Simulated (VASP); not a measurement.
The input files of a VASP run:

File KPOINTS:
```
Automatic mesh
0
Gamma
5 5 5
0 0 0
```

INCAR:
```
SYSTEM = Cu2O
PREC = Accurate
ENCUT = 520
EDIFF = 1E-7
NELM = 100
ALGO = Normal
LREAL = .FALSE.
LASPH = .TRUE.
ISMEAR = 0
SIGMA = 0.05
METAGGA = R2SCAN
LMIXTAU = .TRUE.
LMAXMIX = 4
LWAVE = .FALSE.
LCHARG = .FALSE.
ISIF = 2
```

**POSCAR**
```
Cu2O
4.2160260
  1.0000000700   0.0000000000   0.0000000000
  0.0000000000   1.0000000700   0.0000000000
  0.0000000000   0.0000000000   1.0000000700
Cu O
4 2
Cartesian
  0.7500000525   0.2500000175   0.7500000525
  0.2500000175   0.7500000525   0.7500000525
  0.7500000525   0.7500000525   0.2500000175
  0.2500000175   0.2500000175   0.2500000175
  0.0000000000   0.0000000000   0.0000000000
  0.5000000350   0.5000000350   0.5000000350
```

POTCAR, in this order: Cu O (PBE.64 set). Program: vasp_std.

### Question
Write an equivalent input for Ansatz.

### Answer
One equivalent input (not run):
Ansatz 0.2 input:
```yaml
crystal:
  lattice:
    - [4.2160263, 0.0000000, 0.0000000]
    - [0.0000000, 4.2160263, 0.0000000]
    - [0.0000000, 0.0000000, 4.2160263]
  atoms:
    - { symbol: Cu, position: [0.7500000, 0.2500000, 0.7500000] }
    - { symbol: Cu, position: [0.2500000, 0.7500000, 0.7500000] }
    - { symbol: Cu, position: [0.7500000, 0.7500000, 0.2500000] }
    - { symbol: Cu, position: [0.2500000, 0.2500000, 0.2500000] }
    - { symbol: O, position: [0.0000000, 0.0000000, 0.0000000] }
    - { symbol: O, position: [0.5000000, 0.5000000, 0.5000000] }
kpoints:
  mp_grid: { grid: [5, 5, 5] }
hamiltonian:
  xc: r2scan
  pseudopotentials: { kind: paw }
scf:
  occupations: { method: gaussian, width: 0.05 }
  max_iter: 100
output: { forces: true, stress: true, eigenvalues: true }
```
What does not carry over: each code has its own PAW files, so the cut-off isn't converted (ENCUT is set for VASP's; basis.ecutwfc is left out, and Ansatz then takes the one that its files recommend); Ansatz stops its SCF on the density residual and VASP on the energy change (EDIFF).

The compound is Cu2O in the cuprite structure. This cell is one point of a volume scan, at 0.97 of the reference volume.
